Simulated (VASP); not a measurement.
Consider the following.

```
Na3Tl
1.0
   -2.42817     2.42817     4.86288
    2.42817    -2.42817     4.86288
    2.42817     2.42817    -4.86288
Na Tl
3 1
Direct
  0.75000   0.25000   0.50000
  0.25000   0.75000   0.50000
  0.50000   0.50000   0.00000
  0.00000   0.00000   0.00000
```

Level of theory: PBEsol GGA with spin-orbit coupling, VASP's PBE PAW potentials (set 64) (plane waves; VASP 6.6.1). Settings: 400 eV cut-off, 8×8×8 Γ-centred mesh, Gaussian smearing of 0.050 eV, potentials Na_pv Tl_d.

Problem. Give the energies of bands 29 to 41 at the high-symmetry points, in eV from the Fermi level.

Solution. 
| band | Γ | X | P | N | M | S | R |
|---|---|---|---|---|---|---|---|
| 29 | -6.81 | -5.73 | -5.73 | -6.11 | -6.36 | -6.09 | -5.82 |
| 30 | -6.81 | -5.73 | -5.73 | -6.11 | -6.36 | -6.09 | -5.82 |
| 31 | 0.30 | -1.54 | -1.38 | -2.33 | -2.60 | -1.93 | -1.41 |
| 32 | 0.30 | -1.54 | -1.38 | -2.33 | -2.60 | -1.93 | -1.41 |
| 33 | 0.35 | -0.64 | -0.95 | -0.10 | 0.57 | -1.62 | -0.90 |
| 34 | 0.35 | -0.64 | -0.95 | -0.10 | 0.57 | -1.62 | -0.90 |
| 35 | 1.43 | -0.06 | -0.40 | 0.78 | 1.12 | 1.46 | -0.74 |
| 36 | 1.43 | -0.06 | -0.40 | 0.78 | 1.12 | 1.46 | -0.74 |
| 37 | 1.90 | 0.57 | 1.90 | 1.83 | 1.42 | 3.08 | 1.48 |
| 38 | 1.90 | 0.57 | 1.90 | 1.83 | 1.42 | 3.08 | 1.48 |
| 39 | 3.23 | 1.78 | 1.91 | 3.72 | 3.37 | 3.55 | 2.79 |
| 40 | 3.23 | 1.78 | 1.91 | 3.72 | 3.37 | 3.55 | 2.79 |
| 41 | 3.95 | 3.72 | 3.01 | 4.37 | 5.86 | 3.80 | 3.96 |

It has no gap at this level: it comes out as a metal or semimetal.

The structure comes from a computed database's Na3Tl entry (I4/mmm); how it stands against other phases isn't given here. It was relaxed first.
